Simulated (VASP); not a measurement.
All values below come from PBE GGA, VASP's PBE PAW potentials (set 64) (plane waves; VASP 6.6.1).

A VASP calculation is set up with these files.

**POSCAR**
```
Gd
1.0
  1.7791390000  -3.1852460000   0.0000000000
  1.7791390000   3.1852460000   0.0000000000
  0.0000000000   0.0000000000   5.6523990000
Gd
2
Cartesian
  1.7791390000   1.0617507902   1.4130997500
  1.8218952684  -1.0617507902   4.2392992500
```

KPOINTS:
```
Automatic mesh
0
Gamma
 11 11 6
0 0 0
```

INCAR:
```
# general
SYSTEM   =  Gd
PREC     =  Accurate
ENCUT    =  700   # plane-wave cut-off (eV)
LREAL    =  .FALSE.   # projection in real space or not
LASPH    =  .TRUE.   # aspherical one-centre terms

# electronic loop
EDIFF    =  1E-6   # SCF stop (eV)
NELM     =  100   # most electronic steps
ALGO     =  Normal
LMAXMIX  =  6

# smearing
ISMEAR   =  1   # Methfessel-Paxton
SIGMA    =  0.1   # width (eV)

# functional
GGA      =  PE   # PBE

# ions
ISIF     =  2

# output
LWAVE    =  .FALSE.
LCHARG   =  .FALSE.
```

POTCAR, in this order: Gd_3 (PBE.64 set). Program: vasp_std.

What will the output report for the number of irreducible k-points (NKPTS), number of bands (NBANDS), largest plane-wave count, number of space-group operations, FFT grid (NGX, NGY, NGZ)?

```yaml
number of irreducible k-points (NKPTS): 244
number of bands (NBANDS): 13
largest_plane_wave_count: 2719
number_of_space_group_operations: 4
FFT grid (NGX, NGY, NGZ): 32 × 32 × 50
```

The compound is Gd in the hcp structure. The cell was not relaxed at this level, atoms are displaced from their ideal sites. The run is one of a series of settings (ENCUT = 700 against the base run), some of them coarse on purpose. The 4f electrons are frozen in the core of the lanthanide potential, so 4f levels, which can set the real gap, and their magnetism are missing.
